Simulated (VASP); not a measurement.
SnSe:

```xyz
8
Lattice="11.7898 0.0000 0.0000 0.0000 4.2058 0.0000 0.0000 0.0000 4.5697" Properties=species:S:1:pos:R:3 pbc="T T T"
Sn    7.3203    3.1543    1.7535
Sn   10.3643    1.0514    4.0383
Sn    4.4695    1.0514    2.8162
Sn    1.4254    3.1543    0.5314
Se    1.7139    1.0514    2.3929
Se    7.6087    1.0514    4.4616
Se    4.1810    3.1543    0.1081
Se   10.0759    3.1543    2.1767
```

The cell is a database's computed one.

Base run:

| Item | Value |
| --- | --- |
| Program | VASP 6.6.1 |
| Functional | PBE |
| Potentials or basis | VASP PAW PBE potentials, release 64 (Sn_d, Se) |
| Cutoff | 600 eV |
| k mesh | 4 × 8 × 8 |
| Occupations | gaussian, width 0.02 eV |
| Spin | no spin polarisation |

Its results: band gap on the k mesh 0.70 eV, indirect (least direct gap 0.95 eV).

Task: The run is repeated on the same cell with these changes: functional from PBE to LDA; potentials or basis from VASP PAW PBE potentials, release 64 (Sn_d, Se) to VASP PAW LDA potentials, release 64 (Sn_d, Se); cutoff from 600 eV to 450 eV. What comes out?

Result: Band gap on the k mesh 0.61 eV, indirect (least direct gap 0.86 eV).

Caveats: spin-orbit coupling is left out, which moves the levels of the heavy elements.

A k mesh can miss the band edges.
